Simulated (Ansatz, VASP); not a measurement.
## Cross-check of MgB2 between VASP and Ansatz

Wanted: the spread between two codes on one cell, functional and k mesh. The cell is taken from a series of runs on this material, whose earlier steps may have relaxed, scaled, displaced or heated it; both programs get it as it stands.

Calculated with Ansatz 0.2.0; plane waves, with VASP 6.6.1 beside it; relaxation of cell and atoms at PBEsol and zone-centre phonons at PBEsol.

### Step 1. Starting point

Symmetry: P6/mmm, No. 191, hexagonal system. Conventional cell: a = 3.062 Å, b = 3.062 Å, c = 3.504 Å, α = 90.00°, β = 90.00°, γ = 120.00°. Mg has 12 B at 2.49 Å nearest. B has 3 B at 1.77 Å and 6 Mg at 2.49 Å nearest. Farther neighbours are not listed.

### Step 2. Ansatz: relaxation of cell and atoms, PBEsol

Ansatz runs on its default PAW (the set named soft_2) files.

The relaxed volume is the usual yardstick between codes: in a stiff, nearly cubic crystal its relative difference is about their pressure difference at one cell divided by the bulk modulus.

input.yaml reads:

```yaml
crystal:
  lattice:
    - [3.0616910665, 0.0, 0.0]
    - [-1.5308455332, 2.6515022421, 0.0]
    - [0.0, 0.0, 3.5044561835]
  atoms:
    - { symbol: Mg, position: [0.0, 0.0, 0.0] }
    - { symbol: B, position: [0.3333333333, 0.6666666667, 0.5] }
    - { symbol: B, position: [0.6666666667, 0.3333333333, 0.5] }
kpoints:
  mp_grid: { grid: [15, 15, 12] }
hamiltonian:
  xc: pbesol
scf:
  occupations: { method: methfessel_paxton, width: 0.15 }
output:
  forces: true
  stress: true
  eigenvalues: true
relax:
  adjacent_minimum: "off"
  f_tol: 0.001
  max_steps: 60
  cell: { stress_tol: 0.01 }
```

The run is started by

```bash
$ ansatz run input.yaml --threads 4 --pin off --max-ram 7168MiB --backend cpu --events-out ev --progress --plain --runs-dir out
```

Numbers of over 12 decimals in the logs are rounded to 6 here.

Log:

```text
Engine: ansatz 0.2.0, aarch64-unknown-linux-gnu
Pseudopotentials: kind: paw
Pseudopotential: Mg, paw, valence charge 10, recommended cutoff 420 eV (normal), Mg.paw.azcp
Pseudopotential: B, paw, valence charge 3, recommended cutoff 420 eV (normal), B.paw.azcp
Functional definition: PBEsol
  exchange = pbesol_x
  correlation = pbesol_c
Crystal: 3 atoms, lattice volume = 28.449 Å³
Basis set: ecut = 420 eV, 563 PW (Γ), exchange–correlation on 48×48×48 points (8 copies of the dense FFT grid, shifted against one another)
Bands: 12, of which v1, the nominal top of the filled ones, is band 8 counted from 1 (7 counted from 0)
Symmetry: 24 space group operations
Space group: P6/mmm (ITA 191), of the structure as read, at distance tolerance 3.1e-5 Å
k-points: 189 of 2700
Non-local potential: Mg, projectors of the file, l = 0: 3, l = 1: 2, l = 2: 1
Non-local potential: B, projectors of the file, l = 0: 2, l = 1: 2, l = 2: 1
PAW form: soft (Blöchl's): semilocal exchange-correlation on the pseudo side does not see the compensation charge
PAW frozen core: Mg, regenerated for the run's functional, and the local potential with it (the file was generated under x = pbe(κ = 0.804, μ = 0.219515), c = pbe(β = 0.066725))
PAW frozen core: B, regenerated for the run's functional, and the local potential with it (the file was generated under x = pbe(κ = 0.804, μ = 0.219515), c = pbe(β = 0.066725))
PAW one-centre angular grid: Mg, 110 points (default); XC on 64 Gauss nodes
PAW one-centre angular grid: B, 110 points (default); XC on 64 Gauss nodes
Initial density: superposition of atomic densities (neutral atoms: chi_scale 0, normalization atom), corrected by the library's trained network
Initial wavefunctions: pseudopotential atomic-orbital guess
Functional: x = pbesol(κ = 0.804, μ = 0.123457), c = pbesol(β = 0.046)
SCF iter   1: F=—  HF=-2217.791008 eV  |F-HF|=—  |Δ(HF+E_count)|=         —  Δρ=4.13e-3  dr2=6.35e-3  ethr=1.77e-3  ⟨swp⟩=5.0  Hψ=11895  notcnv=0
preconditioner: auto → none  [metal: Δε(μ)=0.038 eV  Ē_g=11.257 eV  σ=0.150 eV  W_gap=0.21  n_scr=8 (ndim 8)  ℏωp=19.7 eV  f_vac=0.000  D(μ)=0.85/eV (n_scr^D=2)  sad-step TF]
SCF iter   2: F=—  HF=-2217.790000 eV  |F-HF|=—  |Δ(HF+E_count)|=   1.01e-3  S|Δr|=    0.00e0  Δρ=2.32e-3  dr2=2.22e-3  ethr=3.97e-5  ⟨swp⟩=1.7  Hψ=4084  notcnv=0
SCF iter   3: F=—  HF=-2217.789303 eV  |F-HF|=—  |Δ(HF+E_count)|=   6.98e-4  S|Δr|=    0.00e0  Δρ=3.54e-4  dr2=3.91e-5  ethr=1.39e-5  ⟨swp⟩=2.3  Hψ=3090  notcnv=0
SCF iter   4: F=—  HF=-2217.789302 eV  |F-HF|=—  |Δ(HF+E_count)|=   5.92e-7  S|Δr|=    0.00e0  Δρ=6.65e-5  dr2=1.81e-6  ethr=2.44e-7  ⟨swp⟩=2.3  Hψ=3579  notcnv=0
SCF iter   5: F=-2217.789302 eV  HF=-2217.789302 eV  |F-HF|=2.71e-8  |Δ(HF+E_count)|=   5.00e-7  S|Δr|=    0.00e0  Δρ=1.10e-5  dr2=5.12e-8  ethr=6.25e-10  ⟨swp⟩=3.2  Hψ=9496  notcnv=0
the search or the solves at the SCF's close seem to have found levels that the self-consistency loop had missed (the run counts 2). By its estimate they hold under 1e-12 electrons; where the run keeps them, the occupations were computed again with them
SCF 1 converged in 5 iterations: F = -2217.789302 eV  dr2 = 5.12e-8
  greatest PAW one-centre occupation: 1.000 electrons in one spin orbital (limit 2), on the Mg atom at site 0 (counted from 0), in its partial waves of l = 0
relax step   1: F+E_penalty+E_count = -2217.78930175 eV  Δ(F+E_penalty+E_count) = +0.000e0 eV  max|allowed force component| = 3.701e-17 eV/Å  Δτ_max = 0.0000 Å  P = +0.003 GPa  Ω = 28.449 Å³  (5 SCF iters, dr2 threshold 1.00e-7 eV, accepted)
[...]
relax step   2: F+E_penalty+E_count = -2217.78930107 eV  Δ(F+E_penalty+E_count) = +6.793e-7 eV  max|allowed force component| = 6.785e-17 eV/Å  Δτ_max = 0.0000 Å  P = -0.000 GPa  Ω = 28.451 Å³  energy of the carried Pulay correction = -8.887e-7 eV  (3 SCF iters, dr2 threshold 1.11e-9 eV, accepted)
[...]
relax step   3: F+E_penalty+E_count = -2217.78930261 eV  Δ(F+E_penalty+E_count) = -1.537e-6 eV  max|allowed force component| = 2.467e-17 eV/Å  Δτ_max = 0.0000 Å  P = -0.000 GPa  Ω = 28.451 Å³  stress off target by 2.33e-3 GPa  SCF on the basis re-selected at this cell (its energy is not comparable with the rows above)  (5 SCF iters)
basis re-selected at this cell: Δ(F+E_penalty+E_count) = -1.537e-6 eV, ΔP = +0.000 GPa vs the last step (what re-selecting the basis moved, of the pressure what is left beyond the Pulay correction that the steps carried, after the strain that the cell walked since its last selection, with what the two solves' SCF thresholds leave and, on support functions, any second-order correction that the steps lacked; it is no m [...]
SCF converged after 5 iterations
Stability not checked: this state was not tested for a lower state beside it, because cold or Methfessel-Paxton smearing, or corrected tetrahedra, fill the levels in a way that the test cannot read (fill_not_monotonic; see scf.lower_state_search)
Free energy (F): -2217.789303 eV
Harris-Foulkes:  -2217.789303 eV  (|F-HF|=4.55e-13)
Internal energy: -2217.788474 eV  (E = F + TS)
E sigma→0 (E₀):  -2217.789095 eV
Entropy (-TS):   -0.000829 eV (-0.276 meV/atom)
Fermi energy:    9.385490 eV
--- Per-component energies (eV) ---
  E_band       = -288.822598
  E_kinetic    = 174.573151
  E_local      = -1512.021897  (includes V_loc(G=0)·N_el)
  E_nonlocal   = 118.786988
  E_hartree    = 537.829667
  E_xc         = -93.894854
  E_vxc        = -115.068953  (∫ρ·V_xc dr)
  E_paw        = -431.444417  (= ΣΔE_a)
  E_vpaw       = -30.751223  (= ΣTr[D̂ρ^β])
  E_aug_tail   = -0.000012  (compensation charges beyond the density's cutoff)
  E_ewald      = -1011.705384
  E_core_change = 0.088284  (= ΣΔE_core)
  E_smearing   = -0.000829  (= −TS)
  E_closure    = -0.000000  (closes the sum)
  Σ components = -2217.789303   (vs F -2217.789303, Δ=0.00e0)
--- Forces (eV/Å), atoms counted from 1 ---
  atom   1  Mg     0.00000000    -0.00000000     0.00000000
  atom   2  B      0.00000000     0.00000000     0.00000000
  atom   3  B     -0.00000000     0.00000000     0.00000000
  max |Σ_I F_I| component: 3.70e-17 eV/Å
--- Stress (GPa, compression-positive) ---
       -0.001590      -0.000000       0.000000
       -0.000000      -0.001590       0.000000
        0.000000       0.000000       0.002335
  P = ⅓ Tr σ = -0.0003 GPa (-0.003 kbar)
--- Band table (eV; the first three rows and the last of 189) ---
  k-point 0: bands = [... 4 lower, -3.1324, 6.3966, 9.7931, 9.7931, 11.0244, 15.7793, 15.7793, 17.7520]
  k-point 1: bands = [... 4 lower, -3.0709, 5.9053, 9.8170, 9.8170, 11.6573, 15.7992, 15.7992, 17.7321]
  k-point 2: bands = [... 4 lower, -2.8913, 4.8806, 9.8828, 9.8828, 13.1052, 15.8546, 15.8546, 17.6791]
  k-point 188: bands = [... 4 lower, 3.0265, 3.0265, 4.1183, 7.3485, 7.3485, 13.0026, 21.1331, 21.5276]
--- Relaxed structure (2 steps of the walk, 2 accepted, 1 SCFs on fresh bases) ---
  F+E_penalty+E_count = -2217.78930261 eV   max|allowed force component| = 2.467e-17 eV/Å   (the final SCF, on the basis selected at the relaxed cell)
  cell:  # Å, volume = 28.4506 Å³
    - [3.061631, -2.8866962394897837e-11, 0.0]
    - [-1.530815, 2.651450, 0.0]
    - [0.0, 0.0, 3.504739]
  atoms:
    - { symbol: Mg, position: [0, 0, 0.0] }
    - { symbol: B, position: [0.333333, 0.666667, 0.500000] }
    - { symbol: B, position: [0.666667, 0.333333, 0.500000] }
```

### Step 3. VASP: relaxation of cell and atoms, PBEsol

The same cell, functional, mesh and smearing now go to VASP, with its own data sets.

Lines of VASP's logs that name or quote its potential files are left out, and so is its time.

INCAR reads:

```
SYSTEM = MgB2
PREC = Accurate
ENCUT = 600
EDIFF = 1E-07
NELM = 120
ISMEAR = 1
SIGMA = 0.15
LREAL = .FALSE.
ALGO = Normal
GGA = PS
NBANDS = 10
LORBIT = 11
LWAVE = .FALSE.
LCHARG = .FALSE.
ISIF = 3
IBRION = 2
NSW = 80
EDIFFG = -0.005
LASPH = .TRUE.
GGA_COMPAT = .FALSE.
NELMIN = 4
KPAR = 2
```

POSCAR reads:

```
MgB2
1.0
    3.0616910000      0.0000000000      0.0000000000
   -1.5308460000      2.6515020000      0.0000000000
    0.0000000000      0.0000000000      3.5044560000
Mg B
1 2
Direct
    0.0000000000      0.0000000000      0.0000000000
    0.3333334422      0.6666666667      0.5000000000
    0.6666668844      0.3333333333      0.5000000000
```

KPOINTS reads:

```
Automatic mesh
0
Gamma
15 15 12
0 0 0
```

The projector-augmented-wave data sets are Mg and B (PBE family, release 64).

The run is started by

```bash
$ mpirun -np 2 vasp_std
```

Log:

```text
[banner, memory and clock lines left out]
running    2 mpi-ranks, on    1 nodes
 distrk:  each k-point on    1 cores,    2 groups
 distr:  one band on    1 cores,    1 groups

 POSCAR found type information on POSCAR MgB
 POSCAR found :  2 types and       3 ions
|                                                                             |
|               ----> ADVICE to this user running VASP <----                  |
|                                                                             |
|     You enforced a specific xc type in the INCAR file but a different       |
|     [... a line on the potential file left out ...]
|     I HOPE YOU KNOW WHAT YOU ARE DOING!                                     |
|                                                                             |

 LDA part: xc-table for (Slater+PW92), standard interpolation
 POSCAR, INCAR and KPOINTS ok, starting setup
 FFT: planning ... GRIDC
 FFT: planning ... GRID_SOFT
 FFT: planning ... GRID
 WAVECAR not read
 entering main loop
       N       E                     dE             d eps       ncg     rms          rms(c)
DAV:   1     0.675581814062E+01    0.67558E+01   -0.42053E+03  3980   0.760E+02
DAV:   2    -0.172972806878E+02   -0.24053E+02   -0.22837E+02  5008   0.119E+02
DAV:   3    -0.178632224840E+02   -0.56594E+00   -0.56379E+00  4940   0.165E+01
DAV:   4    -0.178645748019E+02   -0.13523E-02   -0.13521E-02  4850   0.830E-01
DAV:   5    -0.178645790471E+02   -0.42452E-05   -0.42447E-05  4674   0.451E-02    0.526E+00
DAV:   6    -0.164632951116E+02    0.14013E+01   -0.19192E+00  4206   0.668E+00    0.247E+00
DAV:   7    -0.162301737410E+02    0.23312E+00   -0.91233E-01  4322   0.462E+00    0.748E-01
DAV:   8    -0.162313482789E+02   -0.11745E-02   -0.75824E-02  4134   0.165E+00    0.317E-01
DAV:   9    -0.162248748326E+02    0.64734E-02   -0.16664E-02  4174   0.620E-01    0.540E-02
DAV:  10    -0.162248382314E+02    0.36601E-04   -0.69524E-04  4906   0.163E-01    0.190E-02
DAV:  11    -0.162248325043E+02    0.57271E-05   -0.33211E-05  4278   0.362E-02    0.334E-03
DAV:  12    -0.162248319203E+02    0.58398E-06   -0.38537E-06  4306   0.988E-03    0.131E-03
DAV:  13    -0.162248318937E+02    0.26657E-07   -0.25665E-07  4262   0.288E-03
   1 F= -.16224832E+02 E0= -.16224562E+02  d E =-.162248E+02
 curvature:   0.00 expect dE= 0.000E+00 dE for cont linesearch  0.000E+00
 trial: gam= 0.00000 g(F)=  0.635E-43 g(S)=  0.115E-04 ort = 0.000E+00 (trialstep = 0.100E+01)
 search vector abs. value=  0.115E-04
 bond charge predicted
       N       E                     dE             d eps       ncg     rms          rms(c)
DAV:   1    -0.162248435471E+02   -0.11627E-04   -0.16586E-04  4266   0.838E-02    0.800E-03
DAV:   2    -0.162248397437E+02    0.38035E-05   -0.79840E-06  4716   0.163E-02    0.295E-03
DAV:   3    -0.162248391969E+02    0.54681E-06   -0.18217E-06  4374   0.665E-03    0.653E-04
DAV:   4    -0.162248391702E+02    0.26661E-07   -0.71674E-08  2554   0.182E-03
   2 F= -.16224839E+02 E0= -.16224556E+02  d E =-.727655E-05
 trial-energy change:   -0.000007  1 .order   -0.000007   -0.000012   -0.000003
 step:   1.4132(harm=  1.4132)  dis= 0.00000  next Energy=   -16.224840 (dE=-0.815E-05)
 reached required accuracy - stopping structural energy minimisation
```

OUTCAR, selected parts (step 3):

```text
ion  position               nearest neighbor table
   1  0.000  0.000  0.000-   3 2.49   3 2.49   2 2.49   2 2.49   2 2.49   2 2.49   3 2.49   3 2.49
                             2 2.49   2 2.49   3 2.49   3 2.49
   2  0.333  0.667  0.500-   3 1.77   3 1.77   3 1.77   1 2.49   1 2.49   1 2.49   1 2.49   1 2.49
                             1 2.49
   3  0.667  0.333  0.500-   2 1.77   2 1.77   2 1.77   1 2.49   1 2.49   1 2.49   1 2.49   1 2.49
                             1 2.49

  LATTYP: Found a hexagonal cell.
 ALAT       =     3.0616910000
 C/A-ratio  =     1.1446145284

 Subroutine GETGRP returns: Found 24 space group operations
 (whereof 24 operations were pure point group operations)

The static configuration has the point symmetry D_6h.

 Found    189 irreducible k-points:

   k-points           NKPTS =    189   k-points in BZ     NKDIM =    189   number of bands    NBANDS=     10

   dimension x,y,z NGX =    24 NGY =   24 NGZ =   28
   dimension x,y,z NGXF=    48 NGYF=   48 NGZF=   56

   ENCUT  =  600.0 eV  44.10 Ry    6.64 a.u.   6.11  6.11  7.00*2*pi/ulx,y,z

   NELECT =       8.0000    total number of electrons

 k-points in reciprocal lattice and weights: Automatic mesh
   0.00000000  0.00000000  0.00000000       0.000
   0.06666667  0.00000000  0.00000000       0.002
   0.13333333 -0.00000000  0.00000000       0.002
   0.20000000  0.00000000  0.00000000       0.002
   0.26666667 -0.00000000  0.00000000       0.002
   0.33333333  0.00000000  0.00000000       0.002
   0.40000000 -0.00000000  0.00000000       0.002
   0.46666667 -0.00000000  0.00000000       0.002
   0.06666667  0.06666667  0.00000000       0.002
[...]
0.33333333  0.26666667  0.50000000       0.004
   0.33333333  0.33333333  0.50000000       0.001

 average (electrostatic) potential at core
       1 -35.2347       2 -26.0703       3 -26.0703

 E-fermi :   5.3401

 k-point     1 :       0.0000    0.0000    0.0000
  band No.  band energies     occupation
      1      -7.1791      2.00000
      2       2.3510      2.00000
      3       5.7476     -0.00083
      4       5.7476     -0.00083
      5       6.9936     -0.00000
      6      11.7334      0.00000
      7      11.7334      0.00000
    ...

 k-point     2 :       0.0667    0.0000    0.0000
  band No.  band energies     occupation
      1      -7.1009      2.00000
      2       2.4274      2.00000
      3       5.3415      0.98394
      4       5.5549     -0.06108
      5       7.0613     -0.00000
      6      11.6930      0.00000
      7      12.0850      0.00000
      8      13.8744      0.00000
    ...

 k-point     3 :       0.1333   -0.0000    0.0000
  band No.  band energies     occupation
      1      -6.8668      2.00000
      2       2.6557      2.00000
      3       4.3201      2.00000
      4       5.0904      2.04024
      5       7.2735     -0.00000
      6      11.4642      0.00000
      7      13.0221      0.00000
      8      14.3230      0.00000
      9      14.4055      0.00000
    ...

  Total       -0.0003270     -0.0003270     -0.0093562      0.0000000      0.0000000      0.0000000
  in kB       -0.0184180     -0.0184180     -0.5269427      0.0000000      0.0000000      0.0000000
  external PRESSURE =      -0.1879262 kB  Pullay stress =       0.0000000 kB

  energy-cutoff  :      600.00
  volume of cell :       28.45
      direct lattice vectors                 reciprocal lattice vectors
     3.062163632 -0.000000000 -0.000000000     0.326566481  0.188543320 -0.000000000
    -1.531082316  2.651911311 -0.000000000     0.000000000  0.377086517  0.000000000
     0.000000000 -0.000000000  3.503154828     0.000000000  0.000000000  0.285456981

 POSITION                                       TOTAL-FORCE (eV/Angst)
 -----------------------------------------------------------------------------------
      1.53108      2.65191     -0.00000        -0.000000     -0.000000      0.000000
     -0.00000      1.76794      1.75158         0.000000     -0.000000     -0.000000
      1.53108      0.88397      1.75158        -0.000000      0.000000      0.000000
 -----------------------------------------------------------------------------------
    total drift:                               -0.000067      0.000000      0.000000

  FREE ENERGIE OF THE ION-ELECTRON SYSTEM (eV)
  ---------------------------------------------------
  free  energy   TOTEN  =       -16.2248391702 eV

  energy  without entropy=      -16.2239891574  energy(sigma->0) =      -16.22455583

 reached required accuracy - stopping structural energy minimisation

 total charge
# of ion       s       p       d       tot
------------------------------------------
    1        0.161   0.183   0.060   0.403
    2        0.688   1.244   0.000   1.932
    3        0.688   1.244   0.000   1.932
--------------------------------------------------
tot          1.537   2.670   0.060   4.267

[... 3 further parts left out ...]
```

### Step 4. Comparison

Known differences besides the potentials themselves: the data sets hold 16 valence electrons in Ansatz (on its default PAW (the set named soft_2) files) and 8 in VASP; the cutoff is 420 eV in Ansatz and 600 eV in VASP; Ansatz makes its cores anew for this functional, VASP keeps those of its PBE data sets; Ansatz adds a Pulay correction to the stress that steers its cell, VASP none. Total energies have different zeros and are not compared.

Compared:

```csv
quantity,Ansatz,VASP,difference
volume (Å³),28.45,28.45,+0.01 %
"edge a after relaxation, in the typed setting (Å)",3.062,3.062,-0.02 %
"edge c after relaxation, in the typed setting (Å)",3.505,3.503,+0.04 %
```

[end of part 1 of 2]

[Lines on the potential files, build, host, timing and source positions are cut from VASP's logs without a mark.]

[Logs are printed without paths, hosts, clocks, repeated set-up lines and the standing remarks that a program may print on its own settings, such as how far it seeks lower states.]

[Hosts, paths, dates, database ids (printed as entryN), source tags and the programs' standing remarks are cut or masked in the printed files.]
